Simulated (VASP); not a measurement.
Here is the system:

```
CaB6
1.0
    4.14775     0.00000     0.00000
    0.00000     4.14775     0.00000
    0.00000     0.00000     4.14775
Ca B
1 6
Direct
  0.00000   0.00000   0.00000
  0.79824   0.50000   0.50000
  0.50000   0.20176   0.50000
  0.50000   0.79824   0.50000
  0.20176   0.50000   0.50000
  0.50000   0.50000   0.79824
  0.50000   0.50000   0.20176
```

Computed with PBE GGA, VASP's PBE PAW potentials (set 64) (plane waves; VASP). Numerical set-up: 520 eV cut-off, 6×6×6 Γ-centred mesh, tetrahedra with Blöchl corrections, potentials Ca_sv B.

Problem. The job: CaB6 (cab6), 7 atoms, PBE, static run, 520 eV, 6×6×6 Γ-centred mesh. Roughly how much core time does it take on a busy server core?

Solution. About 20 core-seconds (one run on a shared machine, a rough figure). It had 20 irreducible k-points, 18 bands, up to 1940 plane waves and 16 electronic steps.

The compound is CaB6 in the cab6 structure. It was relaxed first.
